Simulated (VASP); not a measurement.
Runs of VASP 6.6.1 on Ge2Sb2Te5. It takes space group Cm (No. 8, monoclinic). Conventional cell: a = 13.678 Å, b = 6.132 Å, c = 9.672 Å, α = 90.00°, β = 134.93°, γ = 90.00°. Te (site symmetry m) is surrounded by 2 Ge at 2.85 to 3.19 Å and 3 Sb at 3.07 to 3.14 Å. Te (site symmetry m) is surrounded by 2 Sb at 2.95 to 3.20 Å and 3 Ge at 3.07 to 3.08 Å. Te (site symmetry m) has 3 Ge at 2.82 to 3.07 Å and 2 Sb at 3.14 to 3.19 Å as nearest neighbours. Around Te (site symmetry m) lie 2 Ge at 2.95 to 3.00 Å and 2 Sb at 3.02 to 3.06 Å. Around Te (site symmetry m) lie 3 Sb at 2.98 to 3.07 Å and 2 Ge at 3.05 to 3.20 Å. Sb (site symmetry m) is surrounded by 6 Te at 2.95 to 3.19 Å. Around Sb (site symmetry m) lie 6 Te at 2.98 to 3.20 Å. Around Ge (site symmetry m) lie 6 Te at 2.82 to 3.19 Å. The cell comes from a database or a generator and needn't be the stable form of this composition.

| task | level | potentials or basis | k mesh | smearing | further INCAR settings | gap on the mesh (eV) | pressure (GPa) | largest force (eV/Å) |
| --- | --- | --- | --- | --- | --- | --- | --- | --- |
| dielectric tensor | LDA | VASP PAW LDA potentials, release 64 (Te, Sb, Ge_d) | 3 × 3 × 3 | gaussian 0.02 eV | ALGO = Fast; EDIFF = 1e-08 | 0.89 | - | - |
| band structure | PBE | VASP PAW PBE potentials, release 64 (Te, Sb, Ge_d) | 4 × 4 × 3 | fermi-dirac 0.05 eV | ALGO = Fast; EDIFF = 1e-07; NBANDS = 44 | 0.06 | -0.2 | (b) |
| band structure | LDA | VASP PAW LDA potentials, release 64 (Te, Sb, Ge_d) | 4 × 4 × 3 | fermi-dirac 0.05 eV | ALGO = Fast; EDIFF = 1e-07; NBANDS = 44 | 0.07 | -3.5 | 0.18 |
| optical spectrum | LDA | VASP PAW LDA potentials, release 64 (Te, Sb, Ge_d) | 4 × 4 × 3 | gaussian 0.02 eV | ALGO = Fast; EDIFF = 1e-06; NBANDS = 82 | 0.06 | -3.5 | (a) |

Alike in all rows: no spin polarisation; cell as given; cutoff (eV) 520.

Estimate the missing entries.

(a) 0.19; (b) 0.15.

Caveats: spin-orbit coupling is left out, which moves the levels of the heavy elements; an odd mesh through Γ misses points on the zone boundary, where band edges often lie (some runs); spectra need much finer meshes, so this one isn't converged (some runs); independent-particle spectra lack excitons (some runs).

A k mesh can miss the band edges, and the runs leave out spin-orbit coupling on Ge, Sb, Te.
